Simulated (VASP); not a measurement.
An input for Quantum ESPRESSO's pw.x (written as the equivalent of a VASP run, and not itself run):

```
&CONTROL
  calculation = 'vc-relax'
  pseudo_dir = './pseudo'
  outdir = './out'
  tprnfor = .true.
  tstress = .true.
  nstep = 60
  forc_conv_thr = 0.00039
/
&SYSTEM
  ibrav = 0
  nat = 2
  ntyp = 2
  ecutwfc = 58
  occupations = 'smearing'
  smearing = 'gaussian'
  degauss = 0.003675
  input_dft = 'pbe'
  vdw_corr = 'grimme-d3'
  dftd3_version = 3
  dftd3_threebody = .false.
/
&ELECTRONS
  conv_thr = 7.3e-08
  electron_maxstep = 100
/
&IONS
/
&CELL
/
ATOMIC_SPECIES
  Rb 85.468 Rb.upf
  Cl 35.450 Cl.upf
CELL_PARAMETERS angstrom
     0.0000000    3.2900000    3.2900000
     3.2900000    0.0000000    3.2900000
     3.2900000    3.2900000    0.0000000
ATOMIC_POSITIONS crystal
  Rb   0.0000000  0.0000000  0.0000000
  Cl   0.5000000  0.5000000  0.5000000
K_POINTS automatic
  6 6 6 0 0 0
```

Question: Write the VASP files for the same calculation (PBE-D3 (zero damping)).

Answer: One answer among several that fit: 
### POSCAR
```
RbCl
1
    0.0000000000     3.2900000000     3.2900000000
    3.2900000000     0.0000000000     3.2900000000
    3.2900000000     3.2900000000     0.0000000000
Rb Cl
1 1
Direct
  0.0000000000   0.0000000000   0.0000000000
  0.5000000000   0.5000000000   0.5000000000
```

File KPOINTS:
```
Automatic
0
gamma
 6 6 6
```

### INCAR
```
SYSTEM = RbCl
PREC = Accurate; ENCUT = 520; LREAL = .FALSE.
LASPH = .TRUE.
EDIFF = 1E-6; NELM = 100; ALGO = Normal
LMAXMIX = 4
ISMEAR = 0; SIGMA = 0.05
GGA = PE; IVDW = 11
IBRION = 2; NSW = 60; ISIF = 3
EDIFFG = -0.01
LWAVE = .FALSE.; LCHARG = .FALSE.
```

POTCAR, in this order: Rb_sv Cl (PBE.64 set). Program: vasp_std.

What does not carry over: the potentials are each code's own (VASP's PAW set, PseudoDojo norm-conserving files in pw.x), so ENCUT and ecutwfc are chosen apart and not converted; conv_thr bounds pw.x's estimated SCF error, while EDIFF bounds the energy change between steps; forc_conv_thr acts on force components and is met together with etot_conv_thr.

The compound is RbCl in the rock salt structure. This run relaxes it. Symmetry was kept, so distortions that lower it aren't found.
